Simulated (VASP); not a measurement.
Sn3TeS2:

```xyz
6
Lattice="3.7409 0.0000 0.0000 0.0000 3.7409 0.0000 0.0000 0.0000 11.3260" Properties=species:S:1:pos:R:3 pbc="T T T"
Sn    0.0000    0.0000    9.5033
Sn    0.0000    0.0000    1.8227
Sn    0.0000    0.0000    5.6630
Te    1.8704    1.8704    0.0000
S     1.8704    1.8704    3.6790
S     1.8704    1.8704    7.6470
```

The cell was built by a generator and needn't be a form met in nature.

* Program: VASP 6.6.1
* Task: relaxation of cell and atoms
* Functional: PBE
* Potentials or basis: VASP PAW PBE potentials, release 64 (Sn_d, Te, S)
* Cutoff: 520 eV
* k mesh: 4 × 4 × 2
* Occupations: gaussian, width 0.15 eV
* Spin: no spin polarisation

At the start: pressure -1.1 GPa; volume 26.42 Å³/atom.

Question: Where does the relaxation end?

Answer: Over 20 steps the energy falls by 164.0 meV/atom and the volume is 25.35 Å³/atom (-4.1 %); space group P4/mmm (No. 123, to 0.05 Å).

Step by step:
```tsv
step	energy change (eV)	largest force (eV/Å)	pressure (GPa)	volume (Å³)
1	0.0000	1.2388	-1.10	158.50
2	-0.1831	1.0376	-0.22	154.36
3	-0.3142	0.9731	0.44	150.37
4	-0.4394	0.6502	2.84	142.54
5	-0.5638	0.3504	1.49	145.54
6	-0.6290	0.2745	0.43	148.65
7	-0.6291	0.1724	-0.99	155.01
8	-0.6475	0.1895	-0.58	151.93
9	-0.7465	0.0856	-0.47	151.81
10	-0.9376	0.1890	-0.11	150.82
11	-0.9613	0.2209	0.02	150.07
12	-0.9609	0.2770	-0.03	150.21
13	-0.9614	0.2217	0.12	150.14
14	-0.9740	0.1328	0.01	150.83
15	-0.9749	0.1070	0.08	150.95
16	-0.9755	0.0651	0.19	151.19
17	-0.9825	0.0223	-0.40	152.61
18	-0.9825	0.0145	-0.38	152.67
19	-0.9829	0.0985	-0.11	151.28
20	-0.9843	0.0123	-0.09	152.07
```

Final structure:
```xyz
6
Lattice="3.5626 0.0000 0.0000 0.0000 3.5626 0.0000 0.0000 0.0000 11.9816" Properties=species:S:1:pos:R:3 pbc="T T T"
Sn    0.0000    0.0000    9.3079
Sn    0.0000    0.0000    2.6737
Sn    0.0000    0.0000    5.9908
Te    1.7813    1.7813    0.0000
S     1.7813    1.7813    4.1364
S     1.7813    1.7813    7.8452
```

Caveat: the k mesh is coarse (spacing up to 0.42 Å⁻¹), so the values aren't converged; the relaxation stopped at a loose force limit of 0.08 eV/Å, so its end isn't a converged minimum.
